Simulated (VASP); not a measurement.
Consider the following.

```
CELL_PARAMETERS angstrom
      0.00000     2.68033     2.68033
      2.68033     0.00000     2.68033
      2.68033     2.68033     0.00000
ATOMIC_POSITIONS crystal
  Zn 0.00000 0.00000 0.00000
  S  0.25000 0.25000 0.25000
```

Method: PBEsol GGA, VASP's PBE PAW potentials (set 64) (plane waves; VASP 6.6.1). Settings: 520 eV cut-off, 10×10×10 Γ-centred mesh, tetrahedra with Blöchl corrections, potentials Zn S.

Q: Predict the energy per atom (σ→0), band gap (on the k-mesh) with the smallest direct gap where there is one.

A: 
- band gap (on the k-mesh) = 2.08 eV
- smallest direct gap (on the k-mesh) = 2.08 eV
- energy per atom (σ→0) = -3.795 eV/atom

Total energies compare only between runs with the same potentials, cut-off and functional.

The compound is ZnS in the zinc blende structure. It was relaxed first.
